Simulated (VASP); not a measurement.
# CdPbSO with LDA: from relaxation to properties, part 4 of 6

What structure does CdPbSO take at this level, and what are its properties? The cell is invented: it takes the structure of a Materials Project entry for PbS (space group 187 there), with some of its atoms replaced by other elements, volume scaled by an estimate. It may not be a known or stable phase. The atoms of the start are displaced at random from the sites of a P3m1 cell.

VASP 6.6.1, plane waves and PAW; the level of theory is named at each step.

So far, gap on the k-mesh (eV): step 3 (relaxing cell and atoms (LDA)) 0.421; step 4 (second relaxation) 0.422; step 5 (single point with fields (LDA)) 0.422; step 7 (density of states (LDA)) 0.395.

**8. Band structure (LDA + SOC)**

This step: LDA, spin-orbit coupling; plane waves and PAW (Pb_d, Cd, S, O); invented cell (VASP 6.6.1).

The mesh alone shows little of the dispersion and can miss band extrema, so KPOINTS_OPT adds a path through the symmetry points after the self-consistent cycle. Spin-orbit coupling needs spinors and the noncollinear program, where each band holds one electron.

Input file INCAR:

```
SYSTEM = CdPbSO
PREC = Accurate
ENCUT = 520
EDIFF = 1E-06
NELM = 100
ISMEAR = 0
SIGMA = 0.05
LREAL = .FALSE.
ALGO = Normal
GGA = CA
LNONCOLLINEAR = .TRUE.
MAGMOM = 0 0 0 0 0 0 0 0 0 0 0 0
NBANDS = 50
GGA_COMPAT = .FALSE.
LASPH = .TRUE.
LSORBIT = .TRUE.
LORBIT = 11
LWAVE = .FALSE.
LCHARG = .FALSE.
KPAR = 2
```

Input file POSCAR:

```
CdPbSO
1.0
    3.4845284133      0.0373016679      0.0027962709
   -1.7588269619      3.3587475049      0.4249282133
    0.0071276996      1.0282338125      6.4644815989
Pb Cd S O
1 1 1 1
Direct
    0.9504448466      0.9037035568      0.0482046533
    0.0851269274      0.1684206410      0.4892614990
    0.7119320077      0.4261586888      0.7110216946
    0.5801662182      0.1616441136      0.2504391531
```

Input file KPOINTS:

```
Automatic mesh
0
Gamma
6 6 3
0 0 0
```

Input file KPOINTS_OPT:

```
Line mode
16
Line-mode
Reciprocal
  0.50000000   0.00000000   0.00000000 X
  0.00000000   0.00000000   0.00000000 GAMMA

  0.00000000   0.00000000   0.00000000 GAMMA
  0.00000000   0.00000000   0.50000000 Y

  0.50000000   0.00000000   0.50000000 L
  0.00000000   0.00000000   0.00000000 GAMMA

  0.00000000   0.00000000   0.00000000 GAMMA
  0.00000000  -0.50000000  -0.50000000 Z

  0.50000000  -0.50000000  -0.50000000 N
  0.00000000   0.00000000   0.00000000 GAMMA

  0.00000000   0.00000000   0.00000000 GAMMA
  0.00000000  -0.50000000   0.00000000 M

  0.50000000  -0.50000000   0.00000000 R
  0.00000000   0.00000000   0.00000000 GAMMA
```

Potentials, in the order of the species: Pb_d, Cd, S and O (LDA family, release 64).

The run is started by

```console
mpirun -np 2 vasp_ncl
```

Log:

```text
[... set-up lines as in an earlier step ...]
 entering main loop
       N       E                     dE             d eps       ncg     rms          rms(c)
DAV:   1     0.430925073581E+03    0.43093E+03   -0.17729E+04 10800   0.168E+03
DAV:   2     0.350817886125E+02   -0.39584E+03   -0.37587E+03 11216   0.464E+02
DAV:   3    -0.185959227736E+02   -0.53678E+02   -0.51086E+02 13242   0.180E+02
DAV:   4    -0.216927145802E+02   -0.30968E+01   -0.30662E+01 13114   0.437E+01
DAV:   5    -0.218094215760E+02   -0.11671E+00   -0.11655E+00 14096   0.911E+00    0.122E+01
DAV:   6    -0.194447495860E+02    0.23647E+01   -0.85342E+00 18614   0.404E+01    0.955E+00
DAV:   7    -0.192462296355E+02    0.19852E+00   -0.23871E+00 12788   0.134E+01    0.566E+00
DAV:   8    -0.192182290670E+02    0.28001E-01   -0.58965E-01 12520   0.499E+00    0.170E+00
DAV:   9    -0.192086537003E+02    0.95754E-02   -0.38937E-02 15456   0.233E+00    0.291E-01
DAV:  10    -0.192084283469E+02    0.22535E-03   -0.13780E-02 12612   0.109E+00    0.144E-01
DAV:  11    -0.192084945367E+02   -0.66190E-04   -0.11163E-03 15036   0.259E-01    0.760E-02
DAV:  12    -0.192084828598E+02    0.11677E-04   -0.17162E-04 14542   0.112E-01    0.297E-02
DAV:  13    -0.192084854767E+02   -0.26169E-05   -0.36730E-05 13652   0.807E-02    0.231E-02
DAV:  14    -0.192084843468E+02    0.11299E-05   -0.37509E-06 11532   0.269E-02    0.394E-03
DAV:  15    -0.192084844199E+02   -0.73055E-07   -0.10812E-06  8180   0.941E-03
   1 F= -.19208484E+02 E0= -.19208484E+02  d E =-.259691E-08  mag=     0.0000    -0.0000     0.0000
 Start KPOINTS_OPT (optional k-point list driver)
k-point batch [1-108\112]
       N       E                     dE             ncg
DAV:   1     0.309806255572E+05   -0.22913E+05    10800
DAV:   2    -0.114516285829E+05   -0.42432E+05    10988
DAV:   3    -0.172777682700E+05   -0.58261E+04    13456
DAV:   4    -0.176259616455E+05   -0.34819E+03    13096
DAV:   5    -0.176393017090E+05   -0.13340E+02    14400
DAV:   6    -0.176398173784E+05   -0.51567E+00    14636
DAV:   7    -0.176398296970E+05   -0.12319E-01    14948
DAV:   8    -0.176398298353E+05   -0.13838E-03    13838
DAV:   9    -0.176398298375E+05   -0.21095E-05     8178
DAV:  10    -0.176398298380E+05   -0.50213E-06     8092
k-point batch [109-112\112]
       N       E                     dE             ncg
DAV:   1     0.511650747022E+05    0.10898E+04      400
DAV:   2     0.496142387839E+05   -0.15508E+04      400
DAV:   3     0.493951189972E+05   -0.21912E+03      492
DAV:   4     0.493825753165E+05   -0.12544E+02      496
DAV:   5     0.493821119749E+05   -0.46334E+00      536
DAV:   6     0.493820958526E+05   -0.16122E-01      576
DAV:   7     0.493820956037E+05   -0.24891E-03      536
DAV:   8     0.493820955994E+05   -0.42772E-05      544
DAV:   9     0.493820955994E+05   -0.63970E-07      312
```

Elapsed: 8.4 min, on 2 MPI ranks of Intel Xeon Platinum 8488C (Sapphire Rapids), shared host; peak memory 2.1 GiB; 17 min of CPU time.

Parts of OUTCAR (step 8):

```text
   k-points           NKPTS =    108   k-points in BZ     NKDIM =    108   number of bands    NBANDS=     50

   NELECT =      38.0000    total number of electrons

 E-fermi :   5.0946

 k-point     1 :       0.0000    0.0000    0.0000
  band No.  band energies     occupation
    ...
     34       2.8440      1.00000
     35       4.0930      1.00000
     36       4.0930      1.00000
     37       4.9199      1.00000
     38       4.9199      1.00000
     39       7.0509      0.00000
     40       7.0509      0.00000
     41       8.8455      0.00000
     42       8.8455      0.00000
     43       9.6026      0.00000
    ...

  Total       -0.0521667     -0.0737139     -0.0461992     -0.0095013     -0.0003218     -0.0203394
  in kB       -1.1210608     -1.5841098     -0.9928201     -0.2041831     -0.0069144     -0.4370940
  external PRESSURE =      -1.2326635 kB  Pullay stress =       0.0000000 kB

 POSITION                                       TOTAL-FORCE (eV/Angst)
 -----------------------------------------------------------------------------------
      1.72274      3.12033      0.69828         0.000746     -0.003864     -0.002341
      0.00389      1.07193      3.23463        -0.004194      0.006975     -0.002574
      1.73628      2.18901      4.77946         0.002540     -0.005336     -0.017573
      1.73909      0.82207      1.68927         0.000908      0.002226      0.022488
 -----------------------------------------------------------------------------------
    total drift:                                0.000083     -0.000708      0.000668

  FREE ENERGIE OF THE ION-ELECTRON SYSTEM (eV)
  ---------------------------------------------------
  free  energy   TOTEN  =       -19.2084844199 eV

  energy  without entropy=      -19.2084844173  energy(sigma->0) =      -19.20848442

 Spin-Orbit-Coupling matrix elements
 Ion:    1  E_soc:     -0.7699422
 Ion:    2  E_soc:     -0.0571780
 Ion:    3  E_soc:     -0.0024778
 Ion:    4  E_soc:     -0.0009977

 magnetization (x)
# of ion       s       p       d       tot
------------------------------------------
    1       -0.000   0.000  -0.000  -0.000
    2       -0.000  -0.000  -0.000  -0.000
    3        0.000  -0.000   0.000  -0.000
    4       -0.000   0.000   0.000   0.000
--------------------------------------------------
tot         -0.000   0.000  -0.000  -0.000

 magnetization (y)
# of ion       s       p       d       tot
------------------------------------------
    1       -0.000  -0.000  -0.000  -0.000
    2        0.000   0.000   0.000   0.000
    3        0.000   0.000   0.000   0.000
    4       -0.000  -0.000   0.000  -0.000
--------------------------------------------------
tot         -0.000   0.000  -0.000   0.000

 magnetization (z)
# of ion       s       p       d       tot
------------------------------------------
    1       -0.000   0.000   0.000   0.000
    2        0.000   0.000  -0.000   0.000
    3        0.000   0.000   0.000   0.000
    4        0.000   0.000   0.000   0.000
--------------------------------------------------
tot          0.000   0.000   0.000   0.000

[... 6 parts as in an earlier step ...]

[... 10 further parts left out ...]
```

LASPH is switched on together with spin-orbit coupling, so the change from the scalar run holds both. VASP adds spin-orbit coupling inside the spheres on scalar-relativistic partial waves, which describe the 6p1/2 states imperfectly, so such gaps can be off by a tenth of an eV or more.

This step gave:

* SCF cycles: 15
* bands: 50
* irreducible k-points: 108
* free energy (TOTEN): -19.21 eV
* Fermi energy: 5.095 eV
* pressure: -0.1233 GPa
* least gap on mesh and path: 0.2976 eV
* least direct gap on mesh and path: 0.7090 eV
* conduction bottom at k: 0, -0.4, 0
* least direct gap at k: 0, -0.3667, 0

On-site spin-orbit energy by atom:

```tsv
atom	on-site spin-orbit energy (eV)
Pb1	-0.770
Cd2	-0.057
S3	-0.002
O4	-0.001
```

The electronic bands at the labelled points (eV, zero at the valence-band top; v1 is the highest filled band, c1 the lowest empty one):

```tsv
point	v4	v3	v2	v1	c1	c2	c3	c4
X	-1.74	-1.74	-0.89	-0.89	0.60	0.60	3.13	3.13
0.47 of the way	-1.33	-1.28	-1.13	-1.09	1.28	1.56	3.26	3.42
Γ	-0.83	-0.83	0.00	0.00	2.13	2.13	3.93	3.93
0.47 of the way	-0.84	-0.81	-0.04	-0.03	1.39	1.51	4.25	4.34
Y	-0.86	-0.86	-0.08	-0.08	0.71	0.71	4.35	4.35
jump to L	-1.49	-1.49	-1.16	-1.16	0.96	0.96	2.93	2.93
0.47 of the way	-1.20	-1.19	-0.75	-0.71	1.37	1.79	2.91	3.53
Γ	-0.83	-0.83	0.00	0.00	2.13	2.13	3.93	3.93
0.53 of the way	-0.98	-0.96	-0.42	-0.42	1.11	1.32	3.71	3.84
Z	-0.91	-0.91	-0.79	-0.79	1.42	1.42	3.47	3.47
jump to N	-1.50	-1.50	-1.20	-1.20	0.96	0.96	2.91	2.91
0.47 of the way	-1.22	-1.21	-0.76	-0.72	1.38	1.81	2.90	3.51
Γ	-0.83	-0.83	0.00	0.00	2.13	2.13	3.93	3.93
0.53 of the way	-0.98	-0.97	-0.29	-0.28	0.77	1.22	3.21	3.77
M	-1.64	-1.64	-0.46	-0.46	0.35	0.35	3.30	3.30
jump to R	-1.78	-1.78	-0.89	-0.89	0.59	0.59	3.10	3.10
0.47 of the way	-1.32	-1.27	-1.15	-1.12	1.30	1.58	3.25	3.41
Γ	-0.83	-0.83	0.00	0.00	2.13	2.13	3.93	3.93
```

Of the projections kept (Pb, Cd, S, O), the largest for each band there; the rest of the weight can lie on other orbitals:

```tsv
point	v4	v3	v2	v1	c1	c2	c3	c4
X	S 0.69	S 0.69	S 0.52	S 0.52	Pb 0.45	Pb 0.45	Cd 0.37	Cd 0.37
Γ	S 0.82	S 0.82	S 0.86	S 0.86	Pb 0.46	Pb 0.46	S 0.33	S 0.33
Y	S 0.79	S 0.79	S 0.87	S 0.87	Pb 0.32	Pb 0.32	Pb 0.69	Pb 0.69
L	S 0.38	S 0.38	S 0.42	S 0.42	Pb 0.41	Pb 0.41	Pb 0.51	Pb 0.51
Γ	S 0.82	S 0.82	S 0.86	S 0.86	Pb 0.46	Pb 0.46	S 0.33	S 0.33
Z	O 0.46	O 0.46	S 0.80	S 0.80	Pb 0.45	Pb 0.45	Cd 0.49	Cd 0.49
```

The gap moves by -0.09 eV against LDA, which ran on another mesh.

(Continued in part 5 of 6.)

[Lines on the potential files, build, host, timing and source positions are cut from VASP's logs without a mark.]

[Logs are printed without paths, hosts, clocks, repeated set-up lines and the standing remarks that a program may print on its own settings, such as how far it seeks lower states.]

[Hosts, paths, dates, database ids (printed as entryN), source tags and the programs' standing remarks are cut or masked in the printed files.]

[A measured line is paired with the nearest computed mode of its activity, which favours agreement.]
